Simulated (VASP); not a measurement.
Output of a VASP run:

File OSZICAR:
```
       N       E                     dE             d eps       ncg     rms          rms(c)
DAV:   1     0.153666133901E+04    0.15367E+04   -0.49839E+04  1584   0.278E+03
DAV:   2     0.153704121254E+03   -0.13830E+04   -0.13243E+04  1428   0.838E+02
DAV:   3    -0.178013018403E+03   -0.33172E+03   -0.32425E+03  1506   0.297E+02
DAV:   4    -0.204667871605E+03   -0.26655E+02   -0.26342E+02  1664   0.934E+01
DAV:   5    -0.205492542800E+03   -0.82467E+00   -0.82120E+00  1608   0.167E+01    0.218E+01
DAV:   6    -0.174531802984E+03    0.30961E+02   -0.30280E+01  1968   0.735E+01    0.924E+00
DAV:   7    -0.165813929191E+03    0.87179E+01   -0.56992E+00  2048   0.181E+01    0.447E+00
DAV:   8    -0.177840990591E+03   -0.12027E+02   -0.34739E+00  1766   0.126E+01    0.302E+00
DAV:   9    -0.167705665819E+03    0.10135E+02   -0.13530E+00  1418   0.728E+00    0.799E-01
DAV:  10    -0.167982863874E+03   -0.27720E+00   -0.67883E-01  1560   0.473E+00    0.478E-01
DAV:  11    -0.168044529567E+03   -0.61666E-01   -0.55658E-02  1638   0.160E+00    0.407E-01
DAV:  12    -0.168081233875E+03   -0.36704E-01   -0.20361E-02  2224   0.124E+00    0.133E-01
DAV:  13    -0.168072117146E+03    0.91167E-02   -0.61155E-03  1688   0.514E-01    0.105E-01
DAV:  14    -0.168096477339E+03   -0.24360E-01   -0.94402E-03  1484   0.675E-01    0.887E-02
DAV:  15    -0.168095354933E+03    0.11224E-02   -0.70146E-04  1460   0.185E-01    0.730E-02
DAV:  16    -0.168095080697E+03    0.27424E-03   -0.56929E-05  1984   0.539E-02    0.467E-02
DAV:  17    -0.168096534194E+03   -0.14535E-02   -0.89249E-04  1620   0.214E-01    0.183E-02
DAV:  18    -0.168096708006E+03   -0.17381E-03   -0.93484E-05  1484   0.661E-02    0.109E-02
DAV:  19    -0.168096706210E+03    0.17961E-05   -0.65768E-06  1906   0.256E-02    0.607E-03
DAV:  20    -0.168096712708E+03   -0.64975E-05   -0.36659E-06  1912   0.232E-02    0.335E-03
DAV:  21    -0.168096711683E+03    0.10249E-05   -0.12275E-06  1648   0.674E-03    0.162E-03
DAV:  22    -0.168096712945E+03   -0.12621E-05   -0.12055E-07   968   0.307E-03    0.126E-03
DAV:  23    -0.168096713135E+03   -0.18933E-06   -0.41769E-07  1266   0.484E-03    0.107E-03
DAV:  24    -0.168096713334E+03   -0.19934E-06   -0.53681E-08   880   0.180E-03    0.658E-04
DAV:  25    -0.168096713424E+03   -0.90071E-07   -0.15310E-08   868   0.111E-03
   1 F= -.16809671E+03 E0= -.16809671E+03  d E =0.000000E+00
       N       E                     dE             ncg
       N       E                     dE             ncg
       N       E                     dE             ncg
       N       E                     dE             ncg
       N       E                     dE             ncg
       N       E                     dE             ncg
```

File OUTCAR:
```
------------------------ aborting loop because EDIFF is reached ----------------------------------------
  FORCE on cell =-STRESS in cart. coord.  units (eV):
  Direction    XX          YY          ZZ          XY          YZ          ZX
  --------------------------------------------------------------------------------------
  Total        0.0324363      0.0324363      0.0324363      0.0000000      0.0000000     -0.0000000
  in kB        0.3897534      0.3897534      0.3897534      0.0000000      0.0000000     -0.0000000
  external PRESSURE =       0.3897534 kB  Pullay stress =       0.0000000 kB
  volume of cell :      133.34
      direct lattice vectors                 reciprocal lattice vectors
     5.108780611  0.000000000  0.000000000     0.195741426  0.000000000  0.000000000
     0.000000000  5.108780611  0.000000000     0.000000000  0.195741426  0.000000000
     0.000000000  0.000000000  5.108780611     0.000000000  0.000000000  0.195741426
 POSITION                                       TOTAL-FORCE (eV/Angst)
 -----------------------------------------------------------------------------------
      0.00000      2.55439      2.55439         0.000000      0.000000     -0.000000
      2.55439      2.55439      0.00000         0.000000      0.000000     -0.000000
      2.55439      0.00000      2.55439         0.000000      0.000000     -0.000000
      0.00000      0.00000      0.00000         0.000000      0.000000     -0.000000
      1.73432      0.82007      4.28872         0.005155     -0.005155      0.005155
      3.37446      4.28872      0.82007        -0.005155      0.005155     -0.005155
      0.82007      4.28872      1.73432        -0.005155      0.005155      0.005155
      4.28872      0.82007      3.37446         0.005155     -0.005155     -0.005155
      4.28872      1.73432      0.82007         0.005155      0.005155     -0.005155
      0.82007      3.37446      4.28872        -0.005155     -0.005155      0.005155
      3.37446      3.37446      3.37446        -0.005155     -0.005155     -0.005155
      1.73432      1.73432      1.73432         0.005155      0.005155      0.005155
 -----------------------------------------------------------------------------------
    total drift:                               -0.000000      0.000000     -0.000000
  FREE ENERGIE OF THE ION-ELECTRON SYSTEM (eV)
  ---------------------------------------------------
  free  energy   TOTEN  =      -168.0967134239 eV

  energy  without entropy=     -168.0967134239  energy(sigma->0) =     -168.09671342

 total charge

# of ion       s       p       d       tot
------------------------------------------
    1        0.836   1.058  10.344  12.238
    2        0.836   1.058  10.344  12.238
    3        0.836   1.058  10.344  12.238
    4        0.836   1.058  10.344  12.238
    5        1.567   3.526   0.000   5.093
    6        1.567   3.526   0.000   5.093
    7        1.567   3.526   0.000   5.093
    8        1.567   3.526   0.000   5.093
    9        1.567   3.526   0.000   5.093
   10        1.567   3.526   0.000   5.093
   11        1.567   3.526   0.000   5.093
   12        1.567   3.526   0.000   5.093
--------------------------------------------------
tot         15.879  32.439  41.377  89.695

 Electric field gradients after diagonalization (V/A^2)
 (convention: |V_zz| > |V_xx| > |V_yy|)
----------------------------------------------------------------------
 ion       V_xx      V_yy      V_zz     asymmetry (V_yy - V_xx)/ V_zz
----------------------------------------------------------------------
   1     -48.139   -48.139    96.277       0.000
   2     -48.139   -48.139    96.277       0.000
   3     -48.139   -48.139    96.277       0.000
   4     -48.139   -48.139    96.277       0.000
   5      53.537    53.537  -107.073       0.000
   6      53.537    53.537  -107.073       0.000
   7      53.537    53.537  -107.073       0.000
   8      53.537    53.537  -107.073       0.000
   9      53.537    53.537  -107.073       0.000
  10      53.537    53.537  -107.073       0.000
  11      53.537    53.537  -107.073       0.000
  12      53.537    53.537  -107.073       0.000
```
(Selected blocks of OUTCAR.)

POSCAR:
```
SnO2
1
    5.1087806107     0.0000000000    -0.0000000000
    0.0000000000     5.1087806107     0.0000000000
    0.0000000000    -0.0000000000     5.1087806107
Sn O
4 8
Direct
  0.0000000000   0.5000000000   0.5000000000
  0.5000000000   0.5000000000   1.0000000000
  0.5000000000   0.0000000000   0.5000000000
  0.0000000000   0.0000000000   1.0000000000
  0.3394792472   0.1605207528   0.8394792472
  0.6605207528   0.8394792472   0.1605207528
  0.1605207528   0.8394792472   0.3394792472
  0.8394792472   0.1605207528   0.6605207528
  0.8394792472   0.3394792472   0.1605207528
  0.1605207528   0.6605207528   0.8394792472
  0.6605207528   0.6605207528   0.6605207528
  0.3394792472   0.3394792472   0.3394792472
```

Problem. Reconstruct the remaining input files.

Solution. One answer among several that fit: the input of the run itself, r2SCAN meta-GGA, plane waves, VASP's PBE PAW potentials (set 64).

### KPOINTS_OPT
```
k-points along high-symmetry lines
8
Line-mode
Reciprocal
  0.000000   0.000000   0.000000 ! GAMMA
  0.000000   0.500000   0.000000 ! X

  0.000000   0.500000   0.000000 ! X
  0.500000   0.500000   0.000000 ! M

  0.500000   0.500000   0.000000 ! M
  0.000000   0.000000   0.000000 ! GAMMA

  0.000000   0.000000   0.000000 ! GAMMA
  0.500000   0.500000   0.500000 ! R

  0.500000   0.500000   0.500000 ! R
  0.000000   0.500000   0.000000 ! X

  0.500000   0.500000   0.500000 ! R
  0.500000   0.500000   0.000000 ! M

  0.500000   0.500000   0.000000 ! M
  0.500000   0.000000   0.000000 ! X_1
```

### KPOINTS
```
Automatic mesh
0
Gamma
5 5 5
0 0 0
```

**INCAR**
```
METAGGA = R2SCAN
SYSTEM = SnO2
LMAXMIX = 4
EDIFF = 1E-7   # SCF stop (eV)
PREC = Accurate
LMIXTAU = .True.
LORBIT = 11
NEDOS = 601   # DOS grid
LCHARG = .False.
LREAL = .False.
LWAVE = .False.
ISIF = 2   # forces and stress, cell fixed
ALGO = Normal   # blocked Davidson
ENCUT = 520   # plane-wave cut-off (eV)
NELM = 100   # most electronic steps
LEFG = .True.
ISMEAR = -5
LASPH = .True.   # aspherical one-centre terms
```

POTCAR, in this order: Sn_d O (PBE.64 set). Program: vasp_std.

The structure comes from a computed database's SnO2 entry (Pa-3); how it stands against other phases isn't given here. It was relaxed first.
